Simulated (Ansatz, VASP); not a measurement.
## One calculation of CsAg3O2, two programs

```
Cs Ag O
1.0
     6.00276    0.00000    0.00000
    -3.00138    5.19854    0.00000
     0.00000    0.00000    3.52688
Cs Ag O
1 3 2
Cartesian
  0.0000 0.0000 0.0000
  -1.5007 2.5993 1.7634
  1.5007 2.5993 1.7634
  3.0014 0.0000 1.7634
  3.0014 1.7328 0.0000
  0.0000 3.4657 0.0000
```

Change from the starting cell: species swapped into the TbAl3Cu2 type (P6/mmm, No. 191).

Alike in both runs: functional PBE; k mesh 6 × 6 × 10; occupations gaussian, width 0.1 eV; no spin polarisation.

Ansatz relaxed the structure, and its values are those at the end. VASP's run is a single point on that final structure, the one shown.

|  | VASP | Ansatz |
| --- | --- | --- |
| version | VASP 6.6.1 | Ansatz 0.2.0 |
| potentials or method | VASP PAW PBE potentials, release 64 (Cs_sv, Ag, O) | scalar-relativistic, plane waves, PAW |
| plane-wave cutoff (eV) | 520 | 420 |
| valence electrons in the cell | 54 | 78 |

```tsv
	VASP	Ansatz	Ansatz less VASP
gap on the k mesh at the Fermi level (eV)	none	none	-
pressure (GPa)	0.0	0.0	0.00
```

A gap of «none» marks a metal or a gap that the smearing closes. The two sets of potentials don't hold the same shells in valence.

The runs have no spin-orbit coupling, so splittings on Cs are missing.
